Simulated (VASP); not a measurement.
An input for Ansatz (written as the equivalent of a VASP run, and not itself run):

Ansatz 0.2 input:
```yaml
crystal:
  lattice:
    - [3.9900000, 0.0000000, 0.0000000]
    - [0.0000000, 3.9900000, 0.0000000]
    - [0.0000000, 0.0000000, 3.9900000]
  atoms:
    - { symbol: K, position: [0.0000000, 0.0000000, 0.0000000] }
    - { symbol: Mg, position: [0.5000000, 0.5000000, 0.5000000] }
    - { symbol: F, position: [0.5000000, 0.0000000, 0.5000000] }
    - { symbol: F, position: [0.0000000, 0.5000000, 0.5000000] }
    - { symbol: F, position: [0.5000000, 0.5000000, 0.0000000] }
kpoints:
  mp_grid: { grid: [5, 5, 5] }
hamiltonian:
  xc: r2scan
  pseudopotentials: { kind: paw }
scf:
  occupations: { method: gaussian, width: 0.05 }
  max_iter: 100
relax:
  max_steps: 60
  f_tol: 0.02
  cell: {}
output: { forces: true, stress: true, eigenvalues: true }
```

Translate this input to VASP (INCAR, KPOINTS, POSCAR, choice of POTCAR).

Several could match; the one computed here: 
### POSCAR
```
KMgF3
1
    3.9900000000     0.0000000000     0.0000000000
    0.0000000000     3.9900000000     0.0000000000
    0.0000000000     0.0000000000     3.9900000000
K Mg F
1 1 3
Direct
  0.0000000000   0.0000000000   0.0000000000
  0.5000000000   0.5000000000   0.5000000000
  0.5000000000   0.0000000000   0.5000000000
  0.0000000000   0.5000000000   0.5000000000
  0.5000000000   0.5000000000   0.0000000000
```

**KPOINTS**
```
Automatic mesh
0
Gamma
5 5 5
0 0 0
```

### INCAR
```
! general
SYSTEM  = KMgF3
PREC    = Accurate
ENCUT   = 520
LREAL   = .FALSE.
LASPH   = .TRUE.

! electronic loop
EDIFF   = 1E-6
NELM    = 100
ALGO    = Normal
LMIXTAU = .TRUE.

! smearing
ISMEAR  = 0
SIGMA   = 0.05

! functional
METAGGA = R2SCAN

! ions
IBRION  = 2
NSW     = 60
ISIF    = 3
EDIFFG  = -0.02

! output
LWAVE   = .FALSE.
LCHARG  = .FALSE.
```

POTCAR, in this order: K_sv Mg F (PBE.64 set). Program: vasp_std.

The two are equivalent in intent, not identical: each code has its own PAW files, so the cut-off isn't converted (ENCUT is set for VASP's; basis.ecutwfc is left out, and Ansatz then takes the one that its files recommend); Ansatz stops its SCF on the density residual and VASP on the energy change (EDIFF).

The compound is KMgF3 in the cubic perovskite structure. This run relaxes it. Symmetry was kept, so distortions that lower it aren't found. The start is the result of an earlier pass.
